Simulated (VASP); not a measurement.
Runs of VASP 6.6.1 on MgScAlO4. Symmetry: R3m, No. 160, trigonal system. Conventional cell: a = 3.209 Å, b = 3.209 Å, c = 24.541 Å, α = 90.00°, β = 90.00°, γ = 120.00°. Mg (site symmetry 3m) is surrounded by 4 O at 1.93 to 1.95 Å. Around Sc (site symmetry 3m) lie 6 O at 2.11 Å. Al (site symmetry 3m) is surrounded by 5 O at 1.84 to 1.85 Å. Around O (site symmetry 3m) lie 3 Al at 1.85 Å. Around O (site symmetry 3m) lie 1 Al at 1.85 Å and 3 Mg at 1.93 Å. O (site symmetry 3m) has 1 Mg at 1.95 Å and 3 Sc at 2.11 Å as nearest neighbours. O (site symmetry 3m) has 1 Al at 1.84 Å and 3 Sc at 2.11 Å as nearest neighbours. The cell comes from a database or a generator and needn't be the stable form of this composition.

```csv
task,cell,cutoff (eV),target pressure,gap on the mesh (eV),pressure (GPa),largest force (eV/Å)
dielectric tensor,"R3m, 10.42 Å³/atom",520,-,4.52,-,-
relaxation of cell and atoms,relaxed to 5 GPa,560,5 GPa,(a),5.0,0.01
relaxation of cell and atoms,relaxed to 15 GPa,560,15 GPa,4.76,15.0,0.01
relaxation of cell and atoms,relaxed to 10 GPa,560,10 GPa,4.70,10.0,0.01
relaxation of cell and atoms,relaxed,560,-,4.52,-0.1,0.01
```

Alike in all rows: level LDA; potentials or basis VASP PAW LDA potentials, release 64 (Mg, Sc_sv, Al, O); no spin polarisation; k mesh 6 × 6 × 6; smearing fermi-dirac 0.05 eV.

Q: Estimate the missing entries.

A: (a) 4.64.

Caveats: the cell is relaxed towards a set pressure, so the enthalpy falls and the energy may rise (some runs).

A k mesh can miss the band edges.
